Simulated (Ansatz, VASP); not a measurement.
# HfO2: VASP beside Ansatz, part 3 of 3

Wanted: the spread between two codes on one cell, functional and k mesh. The cell is taken from a series of runs on this material, whose earlier steps may have relaxed, scaled, displaced or heated it; both programs get it as it stands.

VASP 6.6.1 and Ansatz 0.2.0.

So far: Starting point; Ansatz: zone-centre phonons, PBE; VASP: zone-centre phonons, PBE.

## (3) VASP: zone-centre phonons, PBE (continued)

Level of this step: PBE; plane waves and PAW (O, Hf_pv) (VASP).

Numbers of over 12 decimals in the logs are rounded to 6 here.

Parts of OUTCAR (step 3):

```text
ion  position               nearest neighbor table
   1  0.000  0.500  0.707-   5 2.07   5 2.07   6 2.32   6 2.32
   2  0.500  0.000  0.793-   6 2.07   6 2.07   5 2.32   5 2.32
   3  0.500  0.000  0.293-   5 2.07   5 2.07   6 2.32   6 2.32
   4  0.000  0.500  0.207-   6 2.07   6 2.07   5 2.32   5 2.32
   5  0.500  0.500  0.500-   1 2.07   3 2.07   3 2.07   1 2.07   2 2.32   2 2.32   4 2.32   4 2.32
                             6 3.58   6 3.58   6 3.58   6 3.58   6 3.58   6 3.58   6 3.58   6 3.58
   6  0.000  0.000  0.000-   2 2.07   4 2.07   4 2.07   2 2.07   1 2.32   3 2.32   1 2.32   3 2.32
                             5 3.58   5 3.58   5 3.58   5 3.58   5 3.58   5 3.58   5 3.58   5 3.58

  LATTYP: Found a simple tetragonal cell.
 ALAT       =     3.5489131096
 C/A-ratio  =     1.4388389434

 Subroutine GETGRP returns: Found 16 space group operations
 (whereof  8 operations were pure point group operations)

The static configuration has the point symmetry D_2d.
 The point group associated with its full space group is D_4h.

 Found     45 irreducible k-points:

   k-points           NKPTS =     45   k-points in BZ     NKDIM =     45   number of bands    NBANDS=     28

   dimension x,y,z NGX =    28 NGY =   28 NGZ =   42
   dimension x,y,z NGXF=    56 NGYF=   56 NGZF=   84

   ENCUT  =  600.0 eV  44.10 Ry    6.64 a.u.   7.09  7.09 10.20*2*pi/ulx,y,z

   NELECT =      44.0000    total number of electrons

 k-points in reciprocal lattice and weights: Automatic mesh
   0.00000000  0.00000000  0.00000000       0.004
   0.12500000  0.00000000  0.00000000       0.016
   0.25000000  0.00000000  0.00000000       0.016
   0.37500000  0.00000000  0.00000000       0.016
   0.50000000  0.00000000  0.00000000       0.008
   0.12500000  0.12500000  0.00000000       0.016
   0.25000000  0.12500000  0.00000000       0.031
   0.37500000  0.12500000  0.00000000       0.031
   0.50000000  0.12500000  0.00000000       0.016
[...]
0.50000000  0.37500000  0.50000000       0.016
   0.50000000  0.50000000  0.50000000       0.004

 average (electrostatic) potential at core
       1 -69.6034       2 -69.6034       3 -69.6034       4 -69.6034       5 -37.0258
       6 -37.0258

[...]
2     0.00000     5.50734     0.00000
    3     0.00000     0.00000     4.96460

 Eigenvectors and eigenvalues of the dynamical matrix
 ----------------------------------------------------

   1 f  =   20.445318 THz   128.461723 2PiTHz  681.982409 cm-1    84.555004 meV
             X         Y         Z           dx          dy          dz
      0.000000  1.774457  3.609669    -0.000000   -0.000000   -0.500000
      1.774457  0.000000  4.049803     0.000000    0.000000   -0.500000
      1.774457  0.000000  1.496646    -0.000000   -0.000000    0.500000
      0.000000  1.774457  1.056511     0.000000    0.000000    0.500000
      1.774457  1.774457  2.553157     0.000000    0.000000   -0.000000
      0.000000  0.000000  0.000000    -0.000000   -0.000000    0.000000

   2 f  =   20.371349 THz   127.996958 2PiTHz  679.515047 cm-1    84.249090 meV
             X         Y         Z           dx          dy          dz
      0.000000  1.774457  3.609669    -0.687438    0.006999    0.000000
      1.774457  0.000000  4.049803     0.687438   -0.006999    0.000000
      1.774457  0.000000  1.496646    -0.032789    0.146733   -0.000000
      0.000000  1.774457  1.056511     0.032789   -0.146733   -0.000000
      1.774457  1.774457  2.553157     0.067571   -0.014423    0.000000
      0.000000  0.000000  0.000000    -0.067571    0.014423    0.000000

   3 f  =   20.371349 THz   127.996958 2PiTHz  679.515047 cm-1    84.249090 meV
             X         Y         Z           dx          dy          dz
      0.000000  1.774457  3.609669    -0.146733   -0.032789    0.000000
      1.774457  0.000000  4.049803     0.146733    0.032789    0.000000
      1.774457  0.000000  1.496646    -0.006999   -0.687438   -0.000000
      0.000000  1.774457  1.056511     0.006999    0.687438   -0.000000
      1.774457  1.774457  2.553157     0.014423    0.067571   -0.000000
      0.000000  0.000000  0.000000    -0.014423   -0.067571   -0.000000

   4 f  =   18.327506 THz   115.155115 2PiTHz  611.339790 cm-1    75.796440 meV
             X         Y         Z           dx          dy          dz
      0.000000  1.774457  3.609669    -0.000000    0.000000   -0.493480
      1.774457  0.000000  4.049803     0.000000   -0.000000    0.493480
      1.774457  0.000000  1.496646     0.000000   -0.000000   -0.493480
      0.000000  1.774457  1.056511    -0.000000    0.000000    0.493480
      1.774457  1.774457  2.553157     0.000000    0.000000    0.113823
      0.000000  0.000000  0.000000     0.000000    0.000000   -0.113823

   5 f  =   14.309953 THz    89.912086 2PiTHz  477.328650 cm-1    59.181183 meV
             X         Y         Z           dx          dy          dz
      0.000000  1.774457  3.609669     0.006321   -0.694926   -0.000000
      1.774457  0.000000  4.049803    -0.006321    0.694926    0.000000
      1.774457  0.000000  1.496646    -0.118889    0.036946    0.000000
      0.000000  1.774457  1.056511     0.118889   -0.036946   -0.000000
      1.774457  1.774457  2.553157     0.006615    0.038664   -0.000000
      0.000000  0.000000  0.000000    -0.006615   -0.038664   -0.000000

   6 f  =   14.309953 THz    89.912086 2PiTHz  477.328650 cm-1    59.181183 meV
             X         Y         Z           dx          dy          dz
      0.000000  1.774457  3.609669    -0.036946   -0.118889   -0.000000
      1.774457  0.000000  4.049803     0.036946    0.118889    0.000000
      1.774457  0.000000  1.496646     0.694926    0.006321    0.000000
      0.000000  1.774457  1.056511    -0.694926   -0.006321   -0.000000
      1.774457  1.774457  2.553157    -0.038664    0.006615   -0.000000
      0.000000  0.000000  0.000000     0.038664   -0.006615    0.000000

   7 f  =   13.738204 THz    86.319684 2PiTHz  458.257171 cm-1    56.816622 meV
             X         Y         Z           dx          dy          dz
      0.000000  1.774457  3.609669    -0.083212   -0.074623   -0.000000
      1.774457  0.000000  4.049803    -0.083212   -0.074623    0.000000
      1.774457  0.000000  1.496646     0.009208    0.674328   -0.000000
      0.000000  1.774457  1.056511     0.009208    0.674328   -0.000000
      1.774457  1.774457  2.553157     0.022148   -0.179483   -0.000000
      0.000000  0.000000  0.000000     0.022148   -0.179483   -0.000000

   8 f  =   13.738204 THz    86.319684 2PiTHz  458.257171 cm-1    56.816622 meV
             X         Y         Z           dx          dy          dz
      0.000000  1.774457  3.609669     0.674328   -0.009208   -0.000000
      1.774457  0.000000  4.049803     0.674328   -0.009208    0.000000
      1.774457  0.000000  1.496646    -0.074623    0.083212    0.000000
      0.000000  1.774457  1.056511    -0.074623    0.083212   -0.000000
      1.774457  1.774457  2.553157    -0.179483   -0.022148   -0.000000
      0.000000  0.000000  0.000000    -0.179483   -0.022148   -0.000000

   9 f  =    9.610126 THz    60.382201 2PiTHz  320.559292 cm-1    39.744269 meV
             X         Y         Z           dx          dy          dz
      0.000000  1.774457  3.609669     0.000000   -0.000000   -0.460479
      1.774457  0.000000  4.049803     0.000000    0.000000   -0.460479
      1.774457  0.000000  1.496646    -0.000000    0.000000   -0.460479
      0.000000  1.774457  1.056511    -0.000000    0.000000   -0.460479
      1.774457  1.774457  2.553157    -0.000000   -0.000000    0.275534
      0.000000  0.000000  0.000000     0.000000    0.000000    0.275534

  10 f  =    8.252146 THz    51.849762 2PiTHz  275.261959 cm-1    34.128118 meV
             X         Y         Z           dx          dy          dz
      0.000000  1.774457  3.609669     0.000000   -0.000000    0.500000
      1.774457  0.000000  4.049803     0.000000    0.000000   -0.500000
      1.774457  0.000000  1.496646     0.000000    0.000000   -0.500000
      0.000000  1.774457  1.056511     0.000000    0.000000    0.500000
      1.774457  1.774457  2.553157    -0.000000    0.000000   -0.000000
      0.000000  0.000000  0.000000     0.000000    0.000000   -0.000000

  11 f  =    7.117316 THz    44.719416 2PiTHz  237.408112 cm-1    29.434841 meV
             X         Y         Z           dx          dy          dz
      0.000000  1.774457  3.609669     0.000000    0.000000    0.080485
      1.774457  0.000000  4.049803     0.000000    0.000000   -0.080485
      1.774457  0.000000  1.496646    -0.000000    0.000000    0.080485
      0.000000  1.774457  1.056511    -0.000000   -0.000000   -0.080485
      1.774457  1.774457  2.553157    -0.000000   -0.000000    0.697886
      0.000000  0.000000  0.000000     0.000000    0.000000   -0.697886

  12 f  =    3.644701 THz    22.900334 2PiTHz  121.574151 cm-1    15.073267 meV
             X         Y         Z           dx          dy          dz
      0.000000  1.774457  3.609669     0.010793   -0.566226   -0.000000
      1.774457  0.000000  4.049803     0.010793   -0.566226    0.000000
      1.774457  0.000000  1.496646     0.369114   -0.016557    0.000000
      0.000000  1.774457  1.056511     0.369114   -0.016557   -0.000000
      1.774457  1.774457  2.553157    -0.112915    0.173213    0.000000
      0.000000  0.000000  0.000000    -0.112915    0.173213    0.000000

  13 f  =    3.644701 THz    22.900334 2PiTHz  121.574151 cm-1    15.073267 meV
             X         Y         Z           dx          dy          dz
      0.000000  1.774457  3.609669    -0.016557   -0.369114    0.000000
      1.774457  0.000000  4.049803    -0.016557   -0.369114   -0.000000
      1.774457  0.000000  1.496646    -0.566226   -0.010793   -0.000000
      0.000000  1.774457  1.056511    -0.566226   -0.010793    0.000000
      1.774457  1.774457  2.553157     0.173213    0.112915   -0.000000
      0.000000  0.000000  0.000000     0.173213    0.112915    0.000000
    [... 43 further lines ...]
      1.774457  1.774457  2.553157    -0.033068    0.650730   -0.000000
      0.000000  0.000000  0.000000    -0.033068    0.650730   -0.000000

 MACROSCOPIC STATIC DIELECTRIC TENSOR IONIC CONTRIBUTION
 ------------------------------------------------------
          51.367599    -0.000000    -0.000000
          -0.000000    51.367599     0.000000
          -0.000000     0.000000    13.536447
 ------------------------------------------------------

 ELASTIC MODULI CONTR FROM IONIC RELAXATION (kBar)
 Direction    XX          YY          ZZ          XY          YZ          ZX
 --------------------------------------------------------------------------------
 XX        -742.2586    338.3063   -535.8811      0.0000      0.0000      0.0000
 YY         338.3063   -742.2586   -535.8811      0.0000     -0.0000      0.0000
 ZZ        -535.8811   -535.8811  -1421.7943      0.0000      0.0000      0.0000
 XY           0.0000      0.0000      0.0000      0.0000      0.0000      0.0000
 YZ           0.0000     -0.0000      0.0000      0.0000   -623.1187     -0.0000
 ZX           0.0000      0.0000      0.0000      0.0000     -0.0000   -640.3552
 --------------------------------------------------------------------------------

 PIEZOELECTRIC TENSOR IONIC CONTR  for field in x, y, z        (C/m^2)
          XX          YY          ZZ          XY          YZ          ZX
  --------------------------------------------------------------------------------
  x    -0.00000    -0.00000    -0.00000     0.00000    -0.00000     0.00000
  y    -0.00000    -0.00000    -0.00000     0.00000    -0.00000    -0.00000
  z     0.00000    -0.00000     0.00000     0.00000     0.00000    -0.00000
```

## (4) Differences

Known differences besides the potentials themselves: fixed occupations in Ansatz, narrow Gaussian smearing in VASP; VASP's response is taken on the typed mesh, Ansatz refines its own for the field response alone; the data sets hold 76 valence electrons in Ansatz (on its PAW soft_1 files) and 44 in VASP; the cutoff is 420 eV in Ansatz and 600 eV in VASP. Total energies have different zeros and are not compared.

Both answers:

| quantity | Ansatz | VASP | difference |
| --- | --- | --- | --- |
| ε∞ xx | 5.27 | 5.21 | +1.10 % |
| ε∞ yy | 5.27 | 5.21 | +1.10 % |
| ε∞ zz | 4.86 | 4.82 | +0.89 % |
| Born charge of O1 (mean of the diagonal) (e) | -2.68 | -2.66 | -0.02 |
| Born charge of Hf5 (mean of the diagonal) (e) | 5.36 | 5.33 | +0.03 |
| optical mode 1 to 2 (cm⁻¹) | 108.6 | 108.0 | +0.62 % |
| optical mode 3 to 4 (cm⁻¹) | 124.4 | 121.6 | +2.34 % |
| optical mode 5 (cm⁻¹) | 239.4 | 237.4 | +0.86 % |
| optical mode 6 (cm⁻¹) | 278.2 | 275.3 | +1.07 % |
| optical mode 7 (cm⁻¹) | 324.8 | 320.6 | +1.32 % |
| optical mode 8 to 9 (cm⁻¹) | 462.0 | 458.3 | +0.83 % |
| optical mode 10 to 11 (cm⁻¹) | 476.6 | 477.3 | -0.15 % |
| optical mode 12 (cm⁻¹) | 612.6 | 611.3 | +0.21 % |
| optical mode 13 to 14 (cm⁻¹) | 681.4 | 679.5 | +0.27 % |
| optical mode 15 (cm⁻¹) | 683.6 | 682.0 | +0.23 % |

Modes are paired by rising frequency, not by their patterns, so a pair may set unlike modes beside each other; they are those without the splitting of longitudinal modes.

## (5) Outcome

```json
{"r.m.s. difference of the optical zone-centre modes, each program's sorted by frequency (zone-centre phonons, PBE)": "2.4 cm⁻¹", "difference in optical mode 3 to 4 (zone-centre phonons, PBE)": "+2.3 %"}
```

What this shows: The r.m.s. difference of the optical zone-centre modes, each program's sorted by frequency is 2.4 cm⁻¹ (zone-centre phonons, PBE). The data sets hold unlike numbers of valence electrons (76 in Ansatz and 44 in VASP), so part of the differences comes from the potentials. Among the rows given in per cent, the largest difference of the zone-centre phonons, PBE pair is in optical mode 3 to 4, +2.3 %. Such differences can come from data sets, numerical settings and the points named under the comparisons, not from the functional's error against experiment.

[Lines on the potential files, build, host, timing and source positions are cut from VASP's logs without a mark.]

[Logs are printed without paths, hosts, clocks, repeated set-up lines and the standing remarks that a program may print on its own settings, such as how far it seeks lower states.]

[Hosts, paths, dates, database ids (printed as entryN), source tags and the programs' standing remarks are cut or masked in the printed files.]
